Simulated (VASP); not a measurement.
Data:

```xyz
2
Lattice="0.0000 2.8247 2.8247 2.8247 0.0000 2.8247 2.8247 2.8247 0.0000" Properties=species:S:1:pos:R:3 pbc="T T T"
Mg     0.0000     0.0000     0.0000
S      4.2370     4.2370     4.2370
```

Method: PBEsol GGA, VASP's PBE PAW potentials (set 64) (plane waves; VASP). Run with 400 eV cut-off, 10×10×10 Γ-centred mesh, Gaussian smearing of 0.010 eV, potentials Mg S.

**Question.** What does the run give for the energy per atom (σ→0), band gap (on the k-mesh) with the smallest direct gap where there is one?

**Answer.** 
```
Quantity                                      Value
-----------------------------------  --------------
band gap (on the k-mesh)                    3.33 eV
smallest direct gap (on the k-mesh)         3.33 eV
energy per atom (σ→0)                -4.459 eV/atom
```

The absolute energy has meaning only against runs of the same code, potentials and settings.

The structure comes from a computed database's MgS entry (F-43m); how it stands against other phases isn't given here. It was relaxed first.
